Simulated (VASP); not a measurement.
Consider the following.

```
CELL_PARAMETERS angstrom
      1.90230    -3.29488     0.00000
      1.90230     3.29488     0.00000
      0.00000     0.00000     5.18160
ATOMIC_POSITIONS crystal
  Pt 0.00000 0.00000 0.00000
  Se 0.33333 0.66667 0.25500
  Se 0.66667 0.33333 0.74500
```

Level of theory: PBE GGA, VASP's PBE PAW potentials (set 64) (plane waves; VASP). Settings: EDIFF = 1E-4, 400 eV cut-off, 6×6×4 Γ-centred mesh, Gaussian smearing of 0.050 eV, potentials Pt Se.

Unless said otherwise, spin-orbit coupling is left out, though it shifts the bands of the heavy elements here.

### Question
Predict the energy per atom (σ→0), pressure, largest force, band gap (on the k-mesh) with the smallest direct gap where there is one.

### Answer

The band gap (on the k-mesh) comes out as none (metal, semimetal or under 0.01 eV). The energy per atom (σ→0) is -4.748 eV/atom and the pressure is -2.20 GPa. The largest force is 0.440 eV/Å.

Total energies compare only between runs with the same potentials, cut-off and functional.

The compound is PtSe2 in the 1T layered structure. The cell was not relaxed at this level. The k-mesh is coarse (spacing up to 0.32 per Å, 2π included), so the numbers may not be converged in it. The run is one of a series of settings (EDIFF = 1E-4 against the base run), some of them coarse on purpose.
